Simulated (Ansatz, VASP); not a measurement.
## AlRu: VASP beside Ansatz

Wanted: the spread between two codes on one cell, functional and k mesh. The cell is taken from a series of runs on this material, whose earlier steps may have relaxed, scaled, displaced or heated it; both programs get it as it stands.

Program: Ansatz 0.2.0. Level of theory: plane waves, with VASP 6.6.1 beside it; zone-centre phonons at PBEsol. Results are calculated unless marked as measured.

## 1. Set-up

It takes space group Pm-3m (No. 221, cubic). The conventional cell has a = 2.915 Å, b = 2.915 Å, c = 2.915 Å, α = 90.00°, β = 90.00°, γ = 90.00°. Al has 8 Ru at 2.52 Å nearest. Nearest to Ru lie 8 Al at 2.52 Å. Farther neighbours are not listed.

As a file:

```cif
data_structure
_symmetry_space_group_name_H-M 'Pm-3m'
_symmetry_Int_Tables_number 221
_cell_length_a 2.9153
_cell_length_b 2.9153
_cell_length_c 2.9153
_cell_angle_alpha 90.000
_cell_angle_beta 90.000
_cell_angle_gamma 90.000
_cell_volume 24.78
loop_
_atom_site_label
_atom_site_type_symbol
_atom_site_symmetry_multiplicity
_atom_site_Wyckoff_symbol
_atom_site_fract_x
_atom_site_fract_y
_atom_site_fract_z
_atom_site_occupancy
Al1 Al 1 a 0.00000 0.00000 0.00000 1
Ru1 Ru 1 b 0.50000 0.50000 0.50000 1
```

## 2. Ansatz: zone-centre phonons, PBEsol, pair 1

Ansatz runs on its PAW soft_1 files.

Second derivatives magnify differences that forces hide, and they need a tight electronic threshold.

The input, input.yaml:

```yaml
crystal:
  lattice:
    - [2.9152545792, 0.0, 0.0]
    - [0.0, 2.9152545792, 0.0]
    - [0.0, 0.0, 2.9152545792]
  atoms:
    - { symbol: Al, position: [0.0, 0.0, 0.0] }
    - { symbol: Ru, position: [0.5, 0.5, 0.5] }
kpoints:
  mp_grid: { grid: [16, 16, 16] }
hamiltonian:
  xc: pbesol
  pseudopotentials: { kind: paw, azcp: { folder: soft_1 }, xc_functional: pbe }
scf:
  occupations: { method: methfessel_paxton, width: 0.2 }
output:
  eigenvalues: true
phonons:
  method: dfpt
```

Command:

```console
ansatz run input.yaml --threads 4 --pin off --max-ram 10240MiB --backend cpu --events-out ev --progress --plain --runs-dir out
```

Numbers of over 12 decimals in the logs are rounded to 6 here.

The log of the run:

```text
Engine: ansatz 0.2.0, aarch64-unknown-linux-gnu
Pseudopotentials: kind: paw
Pseudopotential: Al, paw, valence charge 3, recommended cutoff 420 eV (normal), soft_1/Al.paw.azcp
Pseudopotential: Ru, paw, valence charge 16, recommended cutoff 420 eV (normal), soft_1/Ru.paw.azcp
Functional definition: PBEsol
  exchange = pbesol_x
  correlation = pbesol_c
Crystal: 2 atoms, lattice volume = 24.776 Å³
Basis set: ecut = 420 eV, 461 PW (Γ), exchange–correlation on 40×40×40 points (8 copies of the dense FFT grid, shifted against one another)
Bands: 14, of which v1, the nominal top of the filled ones, is band 10 counted from 1 (9 counted from 0)
Symmetry: 48 space group operations
k-points: 405 of 4096 (irreducible under 8 space group operations, time reversal used)
Non-local potential: Al, projectors of the file, l = 0: 2, l = 1: 2, l = 2: 1
Non-local potential: Ru, projectors of the file, l = 0: 3, l = 1: 2, l = 2: 2, l = 3: 1
PAW form: soft (Blöchl's): semilocal exchange-correlation on the pseudo side does not see the compensation charge
PAW frozen core: Al, regenerated for the run's functional, and the local potential with it (the file was generated under x = pbe(κ = 0.804, μ = 0.219515), c = pbe(β = 0.066725))
PAW frozen core: Ru, regenerated for the run's functional, and the local potential with it (the file was generated under x = pbe(κ = 0.804, μ = 0.219515), c = pbe(β = 0.066725))
PAW one-centre angular grid: Al, 110 points (default); XC on 64 Gauss nodes
PAW one-centre angular grid: Ru, 590 points (default); XC on 64 Gauss nodes
Initial density: superposition of atomic densities (chi_scale 0.1, normalization cell, long waves kept (reshape's long-wave potential 0.00 eV rms))
Initial wavefunctions: pseudopotential atomic-orbital guess
Functional: x = pbesol(κ = 0.804, μ = 0.123457), c = pbesol(β = 0.046)
SCF iter   1: F=—  HF=-6343.306658 eV  |F-HF|=—  |Δ(HF+E_count)|=         —  Δρ=1.19e-1  dr2=4.04e0  ethr=3.10e-3  ⟨swp⟩=4.9  Hψ=27830  notcnv=0
preconditioner: auto → none  [metal: Δε(μ)=0.005 eV  Ē_g=9.420 eV  σ=0.200 eV  W_gap=0.02  n_scr=6 (ndim 8)  ℏωp=24.7 eV  f_vac=0.000  D(μ)=1.25/eV (n_scr^D=6)  sad-step TF]
SCF iter   2: F=—  HF=-6342.641741 eV  |F-HF|=—  |Δ(HF+E_count)|=   6.65e-1  S|Δr|=    0.00e0  Δρ=7.08e-2  dr2=1.49e0  ethr=3.10e-3  ⟨swp⟩=2.9  Hψ=12931  notcnv=0  defer=37
SCF iter   3: F=—  HF=-6342.277041 eV  |F-HF|=—  |Δ(HF+E_count)|=   3.65e-1  S|Δr|=    0.00e0  Δρ=3.82e-3  dr2=3.20e-3  ethr=3.10e-3  ⟨swp⟩=2.1  Hψ=9457  notcnv=0  defer=37
SCF iter   4: F=—  HF=-6342.276931 eV  |F-HF|=—  |Δ(HF+E_count)|=   1.10e-4  S|Δr|=    0.00e0  Δρ=4.06e-4  dr2=9.00e-6  ethr=1.69e-5  ⟨swp⟩=1.5  Hψ=9879  notcnv=0  defer=37
SCF iter   5: F=—  HF=-6342.276943 eV  |F-HF|=—  |Δ(HF+E_count)|=   1.25e-5  S|Δr|=    0.00e0  Δρ=5.97e-5  dr2=5.21e-7  ethr=4.74e-8  ⟨swp⟩=2.2  Hψ=8605  notcnv=0  defer=37
SCF iter   6: F=—  HF=-6342.276940 eV  |F-HF|=—  |Δ(HF+E_count)|=   2.97e-6  S|Δr|=    0.00e0  Δρ=8.41e-6  dr2=1.72e-8  ethr=2.74e-9  ⟨swp⟩=2.1  Hψ=9057  notcnv=0  defer=37
SCF iter   7: F=—  HF=-6342.276940 eV  |F-HF|=—  |Δ(HF+E_count)|=   4.46e-9  S|Δr|=    0.00e0  Δρ=3.87e-7  dr2=1.88e-11  ethr=9.04e-11  ⟨swp⟩=2.6  Hψ=8580  notcnv=0  defer=37
SCF iter   8: F=-6342.276940 eV  HF=-6342.276940 eV  |F-HF|=2.73e-12  |Δ(HF+E_count)|=  7.28e-12  S|Δr|=    0.00e0  Δρ=6.56e-8  dr2=2.65e-13  ethr=1.00e-12  ⟨swp⟩=5.5  Hψ=22171  notcnv=0
SCF 1 converged in 8 iterations: F = -6342.276940 eV  dr2 = 2.65e-13
  greatest PAW one-centre occupation: 1.000 electrons in one spin orbital (limit 2), on the Ru atom at site 1 (counted from 0), in its partial waves of l = 0
DFPT response loops at Γ: preconditioner auto → Kerker (q_TF=auto, 2.610 Å⁻¹) (partly filled bands, converged f_vac=0.000); β = 1.00, the filter's whole step (`scf.mixing.beta` (0.50) is not read by the response loops under this deck's `scf.mixing.preconditioner`; to damp them name `kerker` or `kerker_dos`, under which they read `scf.mixing.beta`, and type it under 1.00, their step now; both keys bind the ground state too); Broyden in place of MSR1
SCF converged after 8 iterations
Stability not checked: this state was not tested for a lower state beside it, because cold or Methfessel-Paxton smearing, or corrected tetrahedra, fill the levels in a way that the test cannot read (fill_not_monotonic; see scf.lower_state_search)
Free energy (F): -6342.276940 eV
Harris-Foulkes:  -6342.276940 eV  (|F-HF|=2.73e-12)
Internal energy: -6342.275741 eV  (E = F + TS)
E sigma→0 (E₀):  -6342.276641 eV
Entropy (-TS):   -0.001200 eV (-0.600 meV/atom)
Fermi energy:    17.455206 eV
--- Per-component energies (eV) ---
  E_band       = -97.206641
  E_kinetic    = 492.451263
  E_local      = -1738.126008  (includes V_loc(G=0)·N_el)
  E_nonlocal   = 428.101831
  E_hartree    = 631.099185
  E_xc         = -209.952465
  E_vxc        = -248.338804  (∫ρ·V_xc dr)
  E_paw        = -3899.057913  (= ΣΔE_a)
  E_vpaw       = -293.493946  (= ΣTr[D̂ρ^β])
  E_aug_tail   = 0.000654  (compensation charges beyond the density's cutoff)
  E_ewald      = -2047.064723
  E_core_change = 0.272436  (= ΣΔE_core)
  E_smearing   = -0.001200  (= −TS)
  E_closure    = -0.000000  (closes the sum)
  Σ components = -6342.276940   (vs F -6342.276940, Δ=0.00e0)
--- Band table (eV; the first three rows and the last of 405) ---
  k-point 0: bands = [... 6 lower, 13.3994, 17.6529, 17.6529, 17.6529, 23.8901, 23.8901, 23.8901, 28.8529]
  k-point 1: bands = [... 6 lower, 13.4334, 17.5454, 17.5454, 17.6636, 23.5058, 24.0541, 24.0541, 28.6453]
  k-point 2: bands = [... 6 lower, 13.5189, 17.2624, 17.2624, 17.6943, 22.6363, 24.5063, 24.5063, 28.0962]
  k-point 404: bands = [... 6 lower, 12.3539, 19.2751, 19.2751, 20.5231, 21.7315, 21.7315, 21.7315, 26.7615]
--- Phonons (Γ-DFPT): 2 representative perturbations + reference, on 405 of 4096 k-points (Σ response iterations 6) ---
  k mesh reduced under 8 symmetry operations, with k and −k counted as one. Each operation leaves every solved perturbation unchanged. A smaller set is not used because it would not reduce the number of displacements times k-points to solve
  ASR residual: 9.191e-7 → 0.000e0 eV/Å²; symmetrization residual: 1.714e-6 eV/Å²
  ASR residual per site (eV/Å²): 8.21e-7 9.19e-7
  Γ frequencies (cm⁻¹): 0.00 0.00 0.00 360.76 360.76 360.76
  non-analytic LO–TO correction: not included (Born effective charges unavailable; polar crystals: no LO–TO splitting at Γ)
```

## 3. VASP: zone-centre phonons, PBEsol, pair 1

The same cell, functional, mesh and smearing now go to VASP, with its own data sets.

Lines of VASP's logs that name or quote its potential files are left out, and so is its time.

The input, INCAR:

```
SYSTEM = AlRu
PREC = Accurate
ENCUT = 500
EDIFF = 1E-08
NELM = 120
ISMEAR = 1
SIGMA = 0.2
LREAL = .FALSE.
ALGO = Normal
GGA = PS
NBANDS = 14
LASPH = .TRUE.
LORBIT = 11
LWAVE = .FALSE.
LCHARG = .FALSE.
ISIF = 2
IBRION = 8
GGA_COMPAT = .FALSE.
KPAR = 2
```

The input, POSCAR:

```
AlRu
1.0
    2.9152545792      0.0000000000      0.0000000000
    0.0000000000      2.9152545792      0.0000000000
    0.0000000000      0.0000000000      2.9152545792
Al Ru
1 1
Direct
    0.0000000000      0.0000000000      0.0000000000
    0.5000000000      0.5000000000      0.5000000000
```

The input, KPOINTS:

```
Automatic mesh
0
Gamma
16 16 16
0 0 0
```

The projector-augmented-wave data sets are Al and Ru_pv (PBE family, release 64).

Command:

```console
mpirun -np 2 vasp_std
```

The log of the run:

```text
[banner, memory and clock lines left out]
running    2 mpi-ranks, on    1 nodes
 distrk:  each k-point on    1 cores,    2 groups
 distr:  one band on    1 cores,    1 groups

 POSCAR found type information on POSCAR AlRu
 POSCAR found :  2 types and       2 ions
|                                                                             |
|               ----> ADVICE to this user running VASP <----                  |
|                                                                             |
|     You enforced a specific xc type in the INCAR file but a different       |
|     [... a line on the potential file left out ...]
|     I HOPE YOU KNOW WHAT YOU ARE DOING!                                     |
|                                                                             |

 LDA part: xc-table for (Slater+PW92), standard interpolation
 POSCAR, INCAR and KPOINTS ok, starting setup
 FFT: planning ... GRIDC
 FFT: planning ... GRID_SOFT
 FFT: planning ... GRID
 WAVECAR not read
 entering main loop
       N       E                     dE             d eps       ncg     rms          rms(c)
DAV:   1     0.113781888949E+03    0.11378E+03   -0.92035E+03  4780   0.110E+03
DAV:   2    -0.143261124234E+02   -0.12811E+03   -0.12232E+03  5088   0.321E+02
DAV:   3    -0.162363265884E+02   -0.19102E+01   -0.19020E+01  5648   0.413E+01
DAV:   4    -0.162520167510E+02   -0.15690E-01   -0.15687E-01  5774   0.377E+00
DAV:   5    -0.162523150679E+02   -0.29832E-03   -0.29829E-03  5908   0.451E-01    0.156E+01
DAV:   6    -0.155223573177E+02    0.72996E+00   -0.28883E+00  4878   0.199E+01    0.266E+00
DAV:   7    -0.154611974765E+02    0.61160E-01   -0.19812E-01  5088   0.520E+00    0.250E+00
DAV:   8    -0.154430754789E+02    0.18122E-01   -0.17921E-02  5922   0.103E+00    0.230E-01
DAV:   9    -0.154429297587E+02    0.14572E-03   -0.58679E-04  5592   0.146E-01    0.152E-01
DAV:  10    -0.154429236719E+02    0.60868E-05   -0.25025E-05  5908   0.578E-02    0.219E-02
DAV:  11    -0.154429220326E+02    0.16394E-05   -0.32892E-06  5802   0.223E-02    0.674E-03
DAV:  12    -0.154429216679E+02    0.36471E-06   -0.66476E-08  5944   0.278E-03    0.309E-04
DAV:  13    -0.154429216755E+02   -0.76436E-08   -0.14855E-09  4320   0.320E-04
   1 F= -.15442922E+02 E0= -.15442520E+02  d E =-.120398E-02
 Linear response reoptimize wavefunctions to high precision
DAV:   1    -0.154429216802E+02   -0.47139E-08   -0.28724E-10  4470   0.159E-04
DAV:   2    -0.154429216802E+02   -0.22737E-11   -0.45787E-11  4164   0.528E-05
 Linear response DOF=           2
 Linear response progress:
  Degree of freedom:   1/  2
       N       E                     dE             d eps       ncg     rms          rms(c)
RMM:   1    -0.690397690622E-02   -0.69040E-02    0.40445E-03 20629   0.121E+00
RMM:   2    -0.633494416194E-02    0.56903E-03   -0.46141E-04 17070   0.160E-01    0.643E-02
RMM:   3    -0.627832588895E-02    0.56618E-04   -0.17813E-04 16793   0.844E-02    0.305E-02
RMM:   4    -0.635454291877E-02   -0.76217E-04   -0.90225E-05 18001   0.562E-02    0.735E-03
RMM:   5    -0.636271649573E-02   -0.81736E-05   -0.26370E-06 17169   0.156E-02    0.189E-03
RMM:   6    -0.636660179166E-02   -0.38853E-05   -0.22206E-07 19538   0.417E-03    0.797E-04
RMM:   7    -0.636545968622E-02    0.11421E-05   -0.22899E-08 18090   0.115E-03    0.113E-04
RMM:   8    -0.636574470881E-02   -0.28502E-06   -0.35727E-09 18949   0.315E-04    0.744E-05
RMM:   9    -0.636581996799E-02   -0.75259E-07   -0.62189E-10 20196   0.911E-05    0.272E-05
RMM:  10    -0.636581815662E-02    0.18114E-08   -0.29978E-10 20411   0.221E-05    0.299E-06
 first order change of Fermi-energy  -0.19676E-03
 force on displaced ion       1 direction 1 : -10.299   0.000   0.000
 Linear response progress:
  Degree of freedom:   2/  2
       N       E                     dE             d eps       ncg     rms          rms(c)
RMM:   1    -0.539463424390E+00   -0.53946E+00    0.36927E+00 11980   0.641E+01
RMM:   2    -0.648306328202E+00   -0.10884E+00   -0.11415E-01 16859   0.302E+00    0.165E-01
RMM:   3    -0.648245343270E+00    0.60985E-04   -0.20594E-03 19554   0.362E-01    0.929E-02
RMM:   4    -0.647609145027E+00    0.63620E-03   -0.22750E-04 19569   0.146E-01    0.230E-02
RMM:   5    -0.647518287815E+00    0.90857E-04   -0.17861E-05 20754   0.366E-02    0.972E-03
RMM:   6    -0.647459623726E+00    0.58664E-04   -0.19065E-06 21363   0.113E-02    0.127E-03
RMM:   7    -0.647457345037E+00    0.22787E-05   -0.40385E-07 21225   0.273E-03    0.385E-04
RMM:   8    -0.647458238655E+00   -0.89362E-06   -0.18391E-07 21721   0.105E-03    0.168E-04
RMM:   9    -0.647459265610E+00   -0.10270E-05   -0.13920E-07 22948   0.459E-04    0.619E-05
RMM:  10    -0.647460515249E+00   -0.12496E-05   -0.75928E-08 22460   0.233E-04    0.144E-05
RMM:  11    -0.647460384452E+00    0.13080E-06   -0.50362E-08 23001   0.125E-04    0.478E-06
RMM:  12    -0.647460355165E+00    0.29288E-07   -0.26112E-08 23153   0.767E-05    0.101E-06
RMM:  13    -0.647460326980E+00    0.28184E-07   -0.18131E-08 24569   0.506E-05    0.546E-07
RMM:  14    -0.647460334079E+00   -0.70983E-08   -0.12009E-08 21837   0.385E-05    0.426E-07
 first order change of Fermi-energy   0.21411E-02
 force on displaced ion       2 direction 1 : -10.292  -0.000  -0.000
 Linear response finished
```

From OUTCAR (step 3):

```text
ion  position               nearest neighbor table
   1  0.000  0.000  0.000-   2 2.52   2 2.52   2 2.52   2 2.52   2 2.52   2 2.52   2 2.52   2 2.52

  LATTYP: Found a simple cubic cell.
 ALAT       =     2.9152545792

 Subroutine GETGRP returns: Found 48 space group operations
 (whereof 48 operations were pure point group operations)

The static configuration has the point symmetry O_h .

 Found    165 irreducible k-points:

   k-points           NKPTS =    165   k-points in BZ     NKDIM =    165   number of bands    NBANDS=     14

   dimension x,y,z NGX =    24 NGY =   24 NGZ =   24
   dimension x,y,z NGXF=    48 NGYF=   48 NGZF=   48

   ENCUT  =  500.0 eV  36.75 Ry    6.06 a.u.   5.32  5.32  5.32*2*pi/ulx,y,z

   NELECT =      17.0000    total number of electrons

 k-points in reciprocal lattice and weights: Automatic mesh
   0.00000000  0.00000000  0.00000000       0.000
   0.06250000  0.00000000  0.00000000       0.001
   0.12500000  0.00000000  0.00000000       0.001
   0.18750000  0.00000000  0.00000000       0.001
   0.25000000  0.00000000  0.00000000       0.001
   0.31250000  0.00000000  0.00000000       0.001
   0.37500000  0.00000000  0.00000000       0.001
   0.43750000  0.00000000  0.00000000       0.001
   0.50000000  0.00000000  0.00000000       0.001
[...]
0.50000000  0.50000000  0.43750000       0.001
   0.50000000  0.50000000  0.50000000       0.000

 average (electrostatic) potential at core
       1 -66.9961       2 -66.8972

  Total        2.4357035      2.4357035      2.4357035      0.0000000      0.0000000     -0.0000000
  in kB      157.5090589    157.5090589    157.5090589      0.0000000      0.0000000     -0.0000000
  external PRESSURE =     157.5090589 kB  Pullay stress =       0.0000000 kB

  energy-cutoff  :      500.00
  volume of cell :       24.78
      direct lattice vectors                 reciprocal lattice vectors
     2.915254579  0.000000000  0.000000000     0.343023216  0.000000000  0.000000000
     0.000000000  2.915254579  0.000000000     0.000000000  0.343023216  0.000000000
     0.000000000  0.000000000  2.915254579     0.000000000  0.000000000  0.343023216

 POSITION                                       TOTAL-FORCE (eV/Angst)
 -----------------------------------------------------------------------------------
      0.00000      0.00000      0.00000         0.000000      0.000000      0.000000
      1.45763      1.45763      1.45763         0.000000      0.000000      0.000000
 -----------------------------------------------------------------------------------
    total drift:                                0.000000     -0.000000     -0.000000

 Eigenvectors and eigenvalues of the dynamical matrix
 ----------------------------------------------------

   1 f  =   10.871049 THz    68.304818 2PiTHz  362.619177 cm-1    44.959028 meV
             X         Y         Z           dx          dy          dz
      0.000000  0.000000  0.000000     0.888489   -0.000000    0.000000
      1.457627  1.457627  1.457627    -0.458897   -0.000000    0.000000

   2 f  =   10.871049 THz    68.304818 2PiTHz  362.619177 cm-1    44.959028 meV
             X         Y         Z           dx          dy          dz
      0.000000  0.000000  0.000000     0.000000   -0.000000   -0.888489
      1.457627  1.457627  1.457627     0.000000    0.000000    0.458897

   3 f  =   10.871049 THz    68.304818 2PiTHz  362.619177 cm-1    44.959028 meV
             X         Y         Z           dx          dy          dz
      0.000000  0.000000  0.000000    -0.000000   -0.888489    0.000000
      1.457627  1.457627  1.457627     0.000000    0.458897    0.000000

   4 f/i=    0.001581 THz     0.009935 2PiTHz    0.052743 cm-1     0.006539 meV
             X         Y         Z           dx          dy          dz
      0.000000  0.000000  0.000000     0.155995    0.197627    0.383661
      1.457627  1.457627  1.457627     0.302028    0.382635    0.742821

   5 f/i=    0.001581 THz     0.009935 2PiTHz    0.052743 cm-1     0.006539 meV
             X         Y         Z           dx          dy          dz
      0.000000  0.000000  0.000000    -0.300175   -0.243423    0.247440
      1.457627  1.457627  1.457627    -0.581182   -0.471301    0.479078

   6 f/i=    0.001581 THz     0.009935 2PiTHz    0.052743 cm-1     0.006539 meV
             X         Y         Z           dx          dy          dz
      0.000000  0.000000  0.000000     0.310075   -0.335075    0.046525
      1.457627  1.457627  1.457627     0.600350   -0.648752    0.090079

 ELASTIC MODULI CONTR FROM IONIC RELAXATION (kBar)
 Direction    XX          YY          ZZ          XY          YZ          ZX
 --------------------------------------------------------------------------------
 XX           0.0000      0.0000      0.0000      0.0000      0.0000      0.0000
 YY           0.0000      0.0000      0.0000      0.0000      0.0000      0.0000
 ZZ           0.0000      0.0000      0.0000      0.0000      0.0000      0.0000
 XY           0.0000      0.0000      0.0000      0.0000      0.0000      0.0000
 YZ           0.0000      0.0000      0.0000      0.0000      0.0000      0.0000
 ZX           0.0000      0.0000      0.0000      0.0000      0.0000      0.0000
 --------------------------------------------------------------------------------
```

## 4. Side by side

Known differences besides the potentials themselves: the data sets hold 19 valence electrons in Ansatz (on its PAW soft_1 files) and 17 in VASP; the cutoff is 420 eV in Ansatz and 500 eV in VASP; Ansatz makes its cores anew for this functional, VASP keeps those of its PBE data sets. Total energies have different zeros and are not compared.

The two programs side by side:

```
                  quantity  Ansatz   VASP  difference
optical mode 1 to 3 (cm⁻¹)   360.8  362.6     -0.51 %
```

Modes are paired by rising frequency, not by their patterns, so a pair may set unlike modes beside each other; they are those without the splitting of longitudinal modes.

(Continued in part 2 of 2.)

[Lines on the potential files, build, host, timing and source positions are cut from VASP's logs without a mark.]

[Logs are printed without paths, hosts, clocks, repeated set-up lines and the standing remarks that a program may print on its own settings, such as how far it seeks lower states.]

[Hosts, paths, dates, database ids (printed as entryN), source tags and the programs' standing remarks are cut or masked in the printed files.]
